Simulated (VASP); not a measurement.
## AgOsW3: relaxation of cell and atoms with PBE

AgOsW3:

```
Ag Os W
1.0
     4.74445    0.00000    0.00000
     0.00000    4.74445    0.00000
     0.00000    0.00000    4.74445
Ag Os W
1 1 3
Direct
  0.00000 0.00000 0.00000
  0.50000 0.50000 0.50000
  0.00000 0.50000 0.50000
  0.50000 0.00000 0.50000
  0.50000 0.50000 0.00000
```

The cell was built by a generator and needn't be a form met in nature.

The cell isn't the ideal one: species swapped into the EuBPd3 type (Pm-3m, No. 221).

```yaml
Program: VASP 6.6.1
Task: relaxation of cell and atoms
Functional: PBE
Potentials_or_basis: VASP PAW PBE potentials, release 64 (Ag, Os, W_sv)
Cutoff: 600 eV
k_mesh: 8 × 8 × 8
Occupations: gaussian, width 0.1 eV
Spin: no spin polarisation
Dipole_correction: no
Further_INCAR_settings: ALGO = Fast; EDIFF = 1e-06; IBRION = 2; EDIFFG = -0.01; NSW = 100; ISIF = 3
```

| Quantity | Value |
| --- | --- |
| Relaxed volume | 21.52 Å³/atom |
| Relaxed cell | a = 4.756 Å, b = 4.756 Å, c = 4.756 Å, α = 90.00°, β = 90.00°, γ = 90.00° |
| Space group after relaxing (to 0.05 Å) | Pm-3m (No. 221) |
| Energy gained by relaxing | 0.6 meV/atom |
| Ionic steps | 3 |
| Pressure after relaxing | 0.0 GPa |
| Band gap on the k mesh | none (metal or under the smearing width) |

The path:
```csv
step,energy change (eV),largest force (eV/Å),pressure (GPa),volume (Å³)
1,0.0000,0.0000,1.20,106.80
2,0.0103,0.0000,-2.43,109.29
3,-0.0029,0.0000,0.00,107.59
```

Final structure:
```
Ag Os W
1.0
     4.75610    0.00000    0.00000
     0.00000    4.75610    0.00000
     0.00000    0.00000    4.75610
Ag Os W
1 1 3
Direct
  0.00000 0.00000 0.00000
  0.50000 0.50000 0.50000
  0.00000 0.50000 0.50000
  0.50000 0.00000 0.50000
  0.50000 0.50000 0.00000
```

Levels at points of the mesh, in eV from the Fermi level:
```csv
k point,band 28,band 29,band 30,band 31,band 32,band 33,band 34,band 35
"(0.00, 0.00, 0.00)",0.56,0.56,0.71,0.71,0.71,1.98,1.98,1.98
"(0.50, 0.00, 0.00)",-0.88,-0.61,-0.25,-0.25,0.27,0.32,0.45,1.98
"(0.50, 0.50, 0.00)",-1.47,-1.47,-1.44,-0.37,-0.37,0.10,0.38,0.90
"(0.50, 0.50, 0.50)",-1.13,-1.13,-1.13,-0.02,-0.02,-0.02,1.01,1.01
```

Run time: 3.8 min on 1 thread of Intel(R) Xeon(R) 6975P-C (Granite Rapids), with other jobs on the host, peak memory 0.37 GiB.

The run has no spin-orbit coupling, so splittings on Os, W are missing.
